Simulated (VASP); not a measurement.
OSZICAR of a VASP run on Ga₃Tc (atoms displaced from the space group 139 structure):

OSZICAR:
```
       N       E                     dE             d eps       ncg     rms          rms(c)
DAV:   1     0.393832329349E+03    0.39383E+03   -0.18974E+04 25360   0.231E+03
DAV:   2     0.161903101539E+02   -0.37764E+03   -0.37044E+03 24123   0.508E+02
DAV:   3    -0.224171975243E+02   -0.38608E+02   -0.38020E+02 25507   0.144E+02
DAV:   4    -0.234548521647E+02   -0.10377E+01   -0.10256E+01 27889   0.269E+01
DAV:   5    -0.234783660971E+02   -0.23514E-01   -0.23503E-01 27443   0.363E+00    0.118E+01
DAV:   6    -0.230073595610E+02    0.47101E+00   -0.19818E+00 24746   0.117E+01    0.424E+00
DAV:   7    -0.229050690316E+02    0.10229E+00   -0.79279E-01 29227   0.570E+00    0.359E+00
DAV:   8    -0.228351244750E+02    0.69945E-01   -0.28073E-01 24055   0.349E+00    0.445E-01
DAV:   9    -0.228325959913E+02    0.25285E-02   -0.12964E-02 27313   0.161E+00    0.123E-01
DAV:  10    -0.228323832577E+02    0.21273E-03   -0.17660E-03 25290   0.108E+00    0.346E-02
DAV:  11    -0.228323677370E+02    0.15521E-04   -0.28163E-04 27365   0.519E-01    0.127E-02
DAV:  12    -0.228323738052E+02   -0.60682E-05   -0.10358E-04 28201   0.109E-01    0.459E-03
DAV:  13    -0.228323742323E+02   -0.42718E-06   -0.78681E-06 24910   0.587E-02
   1 F= -.22832374E+02 E0= -.22824658E+02  d E =-.154327E-01
```

### Question
Which electronic solver shows in the log?

### Answer
It is blocked Davidson (ALGO = Normal, or the opening steps of other solvers). The INCAR had ALGO = Normal.

### Question
Can the final energy be trusted as converged?

### Answer
The run converged. It stopped with EDIFF = 1E-6, NELM = 100 (LDA (Ceperley-Alder, Perdew-Zunger), plane waves, VASP's LDA PAW potentials (set 64)).

The structure comes from a computed database's Ga3Tc entry; how it stands against other phases isn't given here. The cell was not relaxed at this level, atoms are displaced from their ideal sites.
